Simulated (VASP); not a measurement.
Computed with PBEsol GGA, VASP's PBE PAW potentials (set 64) (plane waves; VASP).

A VASP calculation is set up with these files.

### INCAR
```
SYSTEM = GaAs
PREC = Accurate
ENCUT = 480
EDIFF = 1E-7
NELM = 100
ALGO = Normal
LREAL = .FALSE.
LASPH = .TRUE.
ISMEAR = 0
SIGMA = 0.05
GGA = PS
LMAXMIX = 4
LWAVE = .FALSE.
LCHARG = .FALSE.
ISIF = 2
```

**POSCAR**
```
GaAs
1
   -0.0000000000     2.8284858617     2.8284858617
    2.8284858617     0.0000000000     2.8284858617
    2.8284858617     2.8284858617    -0.0000000000
Ga As
1 1
Direct
  0.0000000000   0.0000000000   0.0000000000
  0.2500000000   0.2500000000   0.2500000000
```

### KPOINTS
```
Automatic mesh
0
Gamma
8 8 8
0 0 0
```

POTCAR, in this order: Ga_d As (PBE.64 set). Program: vasp_std.

Output of the run:

OSZICAR:
```
       N       E                     dE             d eps       ncg     rms          rms(c)
DAV:   1     0.754806302492E+02    0.75481E+02   -0.88331E+03   762   0.183E+03
DAV:   2    -0.310857698887E+01   -0.78589E+02   -0.75388E+02   814   0.313E+02
DAV:   3    -0.918686307687E+01   -0.60783E+01   -0.60487E+01   949   0.742E+01
DAV:   4    -0.928570533504E+01   -0.98842E-01   -0.98800E-01   902   0.105E+01
DAV:   5    -0.928706876842E+01   -0.13634E-02   -0.13634E-02   919   0.107E+00    0.294E+00
DAV:   6    -0.912108982153E+01    0.16598E+00   -0.27820E-01  1169   0.113E+01    0.174E+00
DAV:   7    -0.908884570664E+01    0.32244E-01   -0.69111E-02  1128   0.247E+00    0.538E-01
DAV:   8    -0.908694173451E+01    0.19040E-02   -0.95423E-03   879   0.137E+00    0.980E-02
DAV:   9    -0.908710786899E+01   -0.16613E-03   -0.77663E-04   937   0.399E-01    0.449E-02
DAV:  10    -0.908713594159E+01   -0.28073E-04   -0.55407E-05  1057   0.804E-02    0.242E-02
DAV:  11    -0.908715676386E+01   -0.20822E-04   -0.26395E-05   859   0.580E-02    0.217E-03
DAV:  12    -0.908715682735E+01   -0.63494E-07   -0.84464E-07   881   0.155E-02
   1 F= -.90871568E+01 E0= -.90871568E+01  d E =-.963433E-12
```

**OUTCAR**
```
------------------------ aborting loop because EDIFF is reached ----------------------------------------
  FORCE on cell =-STRESS in cart. coord.  units (eV):
  Direction    XX          YY          ZZ          XY          YZ          ZX
  --------------------------------------------------------------------------------------
  Total        0.0495603      0.0495603      0.0495603     -0.0000000      0.0000000      0.0000000
  in kB        1.7544978      1.7544978      1.7544978     -0.0000000      0.0000000      0.0000000
  external PRESSURE =       1.7544978 kB  Pullay stress =       0.0000000 kB
  volume of cell :       45.26
      direct lattice vectors                 reciprocal lattice vectors
     0.000000000  2.828485862  2.828485862    -0.176773024  0.176773024  0.176773024
     2.828485862  0.000000000  2.828485862     0.176773024 -0.176773024  0.176773024
     2.828485862  2.828485862  0.000000000     0.176773024  0.176773024 -0.176773024
  FREE ENERGIE OF THE ION-ELECTRON SYSTEM (eV)
  ---------------------------------------------------
  free  energy   TOTEN  =        -9.0871568274 eV

  energy  without entropy=       -9.0871568274  energy(sigma->0) =       -9.08715683
```
(Selected blocks of OUTCAR.)

The compound is GaAs in the zinc blende structure. It was relaxed first.
